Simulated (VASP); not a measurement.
The input files of a VASP run:

**KPOINTS**
```
Regular mesh
0
G
  6 6 5
```

**INCAR**
```
SYSTEM = P
PREC = Accurate; ENCUT = 400; LREAL = .FALSE.
LASPH = .TRUE.
EDIFF = 1E-6; NELM = 100; ALGO = Normal
ISMEAR = 0; SIGMA = 0.05
GGA = PE
ISIF = 2
LWAVE = .FALSE.; LCHARG = .FALSE.
```

**POSCAR**
```
P
1
    1.6760820000    -5.3136830000     0.0000000000
    1.6760820000     5.3136830000     0.0000000000
    0.0000000000     0.0000000000     4.4635820000
P
4
Direct
  0.1017000000   0.8983000000   0.9194000000
  0.3983000000   0.6017000000   0.4194000000
  0.6017000000   0.3983000000   0.5806000000
  0.9080300000   0.1114300000   0.0806000000
```

POTCAR, in this order: P (PBE.64 set). Program: vasp_std.

Question: Write an equivalent input for Ansatz.

Answer: One equivalent input (not run):
Ansatz 0.2 input:
```yaml
crystal:
  lattice:
    - [1.6760820, -5.3136830, 0.0000000]
    - [1.6760820, 5.3136830, 0.0000000]
    - [0.0000000, 0.0000000, 4.4635820]
  atoms:
    - { symbol: P, position: [0.1017000, 0.8983000, 0.9194000] }
    - { symbol: P, position: [0.3983000, 0.6017000, 0.4194000] }
    - { symbol: P, position: [0.6017000, 0.3983000, 0.5806000] }
    - { symbol: P, position: [0.9080300, 0.1114300, 0.0806000] }
kpoints:
  mp_grid: { grid: [6, 6, 5] }
hamiltonian:
  xc: pbe
  pseudopotentials: { kind: paw }
scf:
  occupations: { method: gaussian, width: 0.05 }
  max_iter: 100
output: { forces: true, stress: true, eigenvalues: true }
```
Limits of the translation: each code has its own PAW files, so the cut-off isn't converted (ENCUT is set for VASP's; basis.ecutwfc is left out, and Ansatz then takes the one that its files recommend); Ansatz stops its SCF on the density residual and VASP on the energy change (EDIFF).

The compound is P in the black structure. The cell was not relaxed at this level, atoms are displaced from their ideal sites.
